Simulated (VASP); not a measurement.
A convergence study with VASP on CsPbCl₃ (cubic perovskite): one setting is varied, all else stays as given below, so the limit is that of these other settings.

```
CELL_PARAMETERS angstrom
      5.61000     0.00000     0.00000
      0.00000     5.61000     0.00000
      0.00000     0.00000     5.61000
ATOMIC_POSITIONS crystal
  Cs 0.00000 0.00000 0.00000
  Pb 0.50000 0.50000 0.50000
  Cl 0.50000 0.00000 0.50000
  Cl 0.00000 0.50000 0.50000
  Cl 0.50000 0.50000 0.00000
```

Method: PBE GGA, VASP's PBE PAW potentials (set 64) (plane waves; VASP). The tightest run used: 550 eV cut-off, 13×13×13 Γ-centred mesh, Gaussian smearing of 0.050 eV, potentials Cs_sv Pb_d Cl.

| setting | E (eV/atom) | pressure (GPa) | irreducible k-points |
|---|---|---|---|
| 1×1×1 mesh | -4.1686 | -1.68 | 1 |
| 2×2×2 mesh | -3.3870 | 2.97 | 4 |
| 3×3×3 mesh | -3.5199 | 1.38 | 4 |

Task: These are the cheaper rows. Estimate the results at 13×13×13 mesh, and how far the last row shown lies from them.

Result: 
```
quantity        tightest run  last row shown is off by
--------------  ------------  ------------------------
E (eV/atom)          -3.5014                   -0.0186
pressure (GPa)          1.65                     -0.27
```

Left out are rungs that failed or repeat a setting and relaxations that didn't move; long series are thinned to 24 rows.

The compound is CsPbCl3 in the cubic perovskite structure, the ideal cubic form; the compound distorts at low or room temperature. The cell was not relaxed at this level.
